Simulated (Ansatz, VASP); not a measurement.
# GaBTe3: VASP beside Ansatz, part 2 of 2

Wanted: the spread between two codes on one cell, functional and k mesh. The cell is generated by rule, not measured, and may not be a known phase. The cell is taken from a series of runs on this material, whose earlier steps may have relaxed, scaled, displaced or heated it; both programs get it as it stands.

VASP 6.6.1 and Ansatz 0.2.0.

So far: The structure; VASP: zone-centre phonons, LDA.

The structure was built from a prototype and need not be the compound's stable phase.

### Step 3. Ansatz: zone-centre phonons, LDA

Level of this step: Ansatz beside VASP: Kohn-Sham DFT, plane waves, LDA (Ansatz).

Ansatz runs on its default PAW (the set named soft_2) files.

The same cell, functional (in two slightly different forms), mesh and smearing now go to Ansatz, which takes its cutoff from its data sets.

input.yaml

```yaml
crystal:
  lattice:
    - [4.8407016021, 0.0, 0.0]
    - [0.0, 4.8407016021, 0.0]
    - [0.0, 0.0, 4.8407016021]
  atoms:
    - { symbol: Ga, position: [0.0, 0.0, 0.0] }
    - { symbol: B, position: [0.5, 0.5, 0.5] }
    - { symbol: Te, position: [0.5, 0.5, 0.0] }
    - { symbol: Te, position: [0.5, 0.0, 0.5] }
    - { symbol: Te, position: [0.0, 0.5, 0.5] }
kpoints:
  mp_grid: { grid: [6, 6, 6] }
hamiltonian:
  xc: lda
scf:
  occupations: { method: gaussian, width: 0.27211 }
output:
  eigenvalues: true
phonons:
  method: dfpt
```

Started as:

```console
> ansatz run input.yaml --threads 4 --pin off --max-ram 8192MiB --backend cpu --events-out ev --progress --plain --runs-dir out
```

Numbers of over 12 decimals in the logs are rounded to 6 here.

Output:

```text
zone centre: on kpoints.mp_grid the ground state, and the responses unless they are solved on pairs of k-points, stand on 64 of the mesh's 216 k-points, reduced under 8 symmetry operations, with k and −k counted as one. Each operation leaves every solved displacement unchanged or reverses it
Engine: ansatz 0.2.0, x86_64-unknown-linux-gnu
Pseudopotentials: kind: paw
Pseudopotential: Ga, paw, valence charge 13, recommended cutoff 420 eV (normal), Ga.paw.azcp
Pseudopotential: B, paw, valence charge 3, recommended cutoff 420 eV (normal), B.paw.azcp
Pseudopotential: Te, paw, valence charge 16, recommended cutoff 420 eV (normal), Te.paw.azcp
Functional definition: SPW92
  exchange = slater_x
  correlation = pw_c
Crystal: 5 atoms, lattice volume = 113.429 Å³
Basis set: ecut = 420 eV, 2205 PW (Γ), exchange–correlation on 72×72×72 points (8 copies of the dense FFT grid, shifted against one another)
Bands: 39, of which v1, the nominal top of the filled ones, is band 32 counted from 1 (31 counted from 0)
Symmetry: 48 space group operations
k-points: 64 of 216 (irreducible under 8 space group operations)
Non-local potential: Ga, projectors of the file, l = 0: 2, l = 1: 2, l = 2: 3, l = 3: 1
Non-local potential: B, projectors of the file, l = 0: 2, l = 1: 2, l = 2: 1
Non-local potential: Te, projectors of the file, l = 0: 2, l = 1: 2, l = 2: 2, l = 3: 2
PAW form: soft (Blöchl's): semilocal exchange-correlation on the pseudo side does not see the compensation charge
PAW frozen core: Ga, regenerated for the run's functional, and the local potential with it (the file was generated under x = pbe(κ = 0.804, μ = 0.219515), c = pbe(β = 0.066725))
PAW frozen core: B, regenerated for the run's functional, and the local potential with it (the file was generated under x = pbe(κ = 0.804, μ = 0.219515), c = pbe(β = 0.066725))
PAW frozen core: Te, regenerated for the run's functional, and the local potential with it (the file was generated under x = pbe(κ = 0.804, μ = 0.219515), c = pbe(β = 0.066725))
PAW one-centre angular grid: Ga, 590 points (default); XC on 64 Gauss nodes
PAW one-centre angular grid: B, 110 points (default); XC on 64 Gauss nodes
PAW one-centre angular grid: Te, 590 points (default); XC on 64 Gauss nodes
Initial density: superposition of atomic densities (neutral atoms: chi_scale 0, normalization atom), corrected by the library's trained network
Initial wavefunctions: pseudopotential atomic-orbital guess
Functional: x = slater, c = lda
SCF iter   1: F=—  HF=-24335.534906 eV  |F-HF|=—  |Δ(HF+E_count)|=         —  Δρ=8.38e-3  dr2=1.35e-1  ethr=1.77e-3  ⟨swp⟩=6.5  Hψ=9953  notcnv=0
preconditioner: auto → Kerker (q_TF=auto, 2.480 Å⁻¹)  [metal: Δε(μ)=0.046 eV  Ē_g=11.209 eV  σ=0.272 eV  W_gap=0.09  n_scr=26 (ndim 8)  ℏωp=20.3 eV  f_vac=0.000  D(μ)=3.21/eV (n_scr^D=26)]
SCF iter   2: F=—  HF=-24335.503571 eV  |F-HF|=—  |Δ(HF+E_count)|=   3.13e-2  Δρ=3.51e-3  dr2=1.72e-2  ethr=2.11e-4  ⟨swp⟩=1.0  Hψ=3011  notcnv=0
SCF iter   3: F=—  HF=-24335.498264 eV  |F-HF|=—  |Δ(HF+E_count)|=   5.31e-3  Δρ=1.02e-3  dr2=1.71e-3  ethr=2.69e-5  ⟨swp⟩=2.9  Hψ=4548  notcnv=0
SCF iter   4: F=—  HF=-24335.497740 eV  |F-HF|=—  |Δ(HF+E_count)|=   5.24e-4  Δρ=3.84e-4  dr2=2.07e-4  ethr=2.67e-6  ⟨swp⟩=2.0  Hψ=3459  notcnv=0
SCF iter   5: F=—  HF=-24335.497658 eV  |F-HF|=—  |Δ(HF+E_count)|=   8.19e-5  Δρ=1.21e-4  dr2=2.28e-5  ethr=3.24e-7  ⟨swp⟩=2.0  Hψ=3513  notcnv=0
SCF iter   6: F=—  HF=-24335.497643 eV  |F-HF|=—  |Δ(HF+E_count)|=   1.52e-5  Δρ=5.28e-5  dr2=2.53e-6  ethr=3.56e-8  ⟨swp⟩=2.0  Hψ=3462  notcnv=0
SCF iter   7: F=—  HF=-24335.497644 eV  |F-HF|=—  |Δ(HF+E_count)|=   1.05e-6  Δρ=8.16e-6  dr2=9.78e-8  ethr=3.95e-9  ⟨swp⟩=2.2  Hψ=3308  notcnv=0
SCF iter   8: F=—  HF=-24335.497644 eV  |F-HF|=—  |Δ(HF+E_count)|=   1.37e-8  Δρ=2.14e-6  dr2=9.50e-9  ethr=1.53e-10  ⟨swp⟩=3.0  Hψ=4521  notcnv=0
SCF iter   9: F=—  HF=-24335.497644 eV  |F-HF|=—  |Δ(HF+E_count)|=   2.02e-9  Δρ=4.69e-7  dr2=5.49e-10  ethr=1.48e-11  ⟨swp⟩=2.0  Hψ=2880  notcnv=0
SCF iter  10: F=—  HF=-24335.497644 eV  |F-HF|=—  |Δ(HF+E_count)|=  8.00e-11  Δρ=1.17e-7  dr2=3.02e-11  ethr=1.00e-12  ⟨swp⟩=2.1  Hψ=3672  notcnv=0
SCF iter  11: F=-24335.497644 eV  HF=-24335.497644 eV  |F-HF|=0.00e0  |Δ(HF+E_count)|=  1.46e-11  Δρ=3.52e-8  dr2=2.71e-12  ethr=1.00e-12  ⟨swp⟩=11.1  Hψ=11491  notcnv=0
SCF 1 converged in 11 iterations: F = -24335.497644 eV  dr2 = 2.71e-12
  greatest PAW one-centre occupation: 0.999 electrons in one spin orbital (limit 2), on the Te atom at site 4 (counted from 0), in its partial waves of l = 2
DFPT response loops at Γ: preconditioner auto → Kerker (q_TF=auto, 2.480 Å⁻¹) (partly filled bands, converged f_vac=0.000); β = 1.00, the filter's whole step (`scf.mixing.beta` (0.50) is not read by the response loops under this deck's `scf.mixing.preconditioner`; to damp them name `kerker` or `kerker_dos`, under which they read `scf.mixing.beta`, and type it under 1.00, their step now; both keys bind the ground state too); Broyden in place of MSR1
SCF converged after 11 iterations
Free energy (F): -24335.497644 eV
Harris-Foulkes:  -24335.497644 eV  (|F-HF|=0.00e0)
Internal energy: -24335.367790 eV  (E = F + TS)
E sigma→0 (E₀):  -24335.432717 eV
Entropy (-TS):   -0.129854 eV (-25.971 meV/atom)
Fermi energy:    10.181115 eV
--- Per-component energies (eV) ---
  E_band       = -729.396163
  E_kinetic    = 705.886997
  E_local      = -5101.213598  (includes V_loc(G=0)·N_el)
  E_nonlocal   = -478.153926
  E_hartree    = 3055.427090
  E_xc         = -472.828467
  E_vxc        = -411.490028  (∫ρ·V_xc dr)
  E_paw        = -15509.895919  (= ΣΔE_a)
  E_vpaw       = -1555.279083  (= ΣTr[D̂ρ^β])
  E_aug_tail   = -0.000667  (compensation charges beyond the density's cutoff)
  E_ewald      = -6538.399600
  E_core_change = 3.810298  (= ΣΔE_core)
  E_smearing   = -0.129854  (= −TS)
  E_closure    = -0.000000  (closes the sum)
  Σ components = -24335.497644   (vs F -24335.497644, Δ=0.00e0)
--- Band table (eV; the first three rows and the last of 64) ---
  k-point 0: bands = [... 28 lower, 9.2916, 9.2916, 9.2916, 9.6122, 9.6122, 9.6122, 14.8075, 14.8075, ... 3 higher]
  k-point 1: bands = [... 28 lower, 8.9104, 8.9104, 9.2668, 9.5744, 9.5744, 10.3080, 14.3371, 14.7305, ... 3 higher]
  k-point 2: bands = [... 28 lower, 8.0560, 8.1572, 8.7175, 9.7734, 9.7734, 11.5773, 12.8753, 13.9509, ... 3 higher]
  k-point 63: bands = [... 28 lower, 10.9571, 10.9571, 11.7877, 11.7877, 11.7877, 12.1504, 12.1504, 12.1504, ... 3 higher]
--- Phonons (Γ-DFPT): 4 representative perturbations + reference, on 64 of 216 k-points (Σ response iterations 13) ---
  k mesh reduced under 8 symmetry operations, with k and −k counted as one. Each operation leaves every solved displacement unchanged or reverses it
  ASR residual: 2.238e-5 → 0.000e0 eV/Å²; symmetrization residual: 6.550e-6 eV/Å²
  ASR residual per site (eV/Å²): 3.86e-6 2.96e-6 2.24e-5 2.24e-5 2.24e-5
  Γ frequencies (cm⁻¹): -59.20 -59.20 -59.20 -48.63 -48.63 -48.63 0.00 0.00 0.00 31.82 31.82 31.82 173.84 173.84 173.84
  non-analytic LO–TO correction: not included (Born effective charges unavailable; polar crystals: no LO–TO splitting at Γ)
```

In the SCF lines HF is the Harris–Foulkes energy and dr2 the Hartree energy of the density residual, in eV; the loop may stop once dr2 is under the threshold and the program's other checks hold. Hψ counts applications of the Hamiltonian.

### Step 4. Differences

Known differences besides the potentials themselves: the two LDA forms differ slightly; the data sets hold 64 valence electrons in Ansatz (on its default PAW (the set named soft_2) files) and 34 in VASP; the cutoff is 420 eV in Ansatz and 500 eV in VASP; VASP's log shows a relativistic correction to its local exchange, Ansatz's none. Total energies have different zeros and are not compared.

Compared:

| quantity | Ansatz | VASP | difference |
| --- | --- | --- | --- |
| optical mode 1 to 3 (imaginary, printed as negative) (cm⁻¹) | -59.2 | -55.5 | -3.7 |
| optical mode 4 to 6 (imaginary, printed as negative) (cm⁻¹) | -48.6 | -39.9 | -8.7 |
| optical mode 7 to 9 (cm⁻¹) | 31.8 | 33.8 | -2.0 |
| optical mode 10 to 12 (cm⁻¹) | 173.8 | 184.9 | -5.98 % |

Modes are paired by rising frequency, not by their patterns, so a pair may set unlike modes beside each other; they are those without the splitting of longitudinal modes.

### Step 5. What came out

```
r.m.s. difference of the optical zone-centre modes, each program's sorted by frequency (zone-centre phonons, LDA) : 7.4 cm⁻¹
difference in optical mode 10 to 12 (zone-centre phonons, LDA)                                                    : -6.0 %
```

The r.m.s. difference of the optical zone-centre modes, each program's sorted by frequency is 7.4 cm⁻¹ (zone-centre phonons, LDA). The data sets hold unlike numbers of valence electrons (64 in Ansatz and 34 in VASP), so part of the differences comes from the potentials. Among the rows given in per cent, the largest difference of the zone-centre phonons, LDA pair is in optical mode 10 to 12, -6.0 %. What causes the difference of the zone-centre phonons, LDA pair stays open here. 1 further run of this series is not shown here. Such differences can come from data sets, numerical settings and the points named under the comparisons, not from the functional's error against experiment.

[Lines on the potential files, build, host, timing and source positions are cut from VASP's logs without a mark.]

[Logs are printed without paths, hosts, clocks, repeated set-up lines and the standing remarks that a program may print on its own settings, such as how far it seeks lower states.]

[Hosts, paths, dates, database ids (printed as entryN), source tags and the programs' standing remarks are cut or masked in the printed files.]
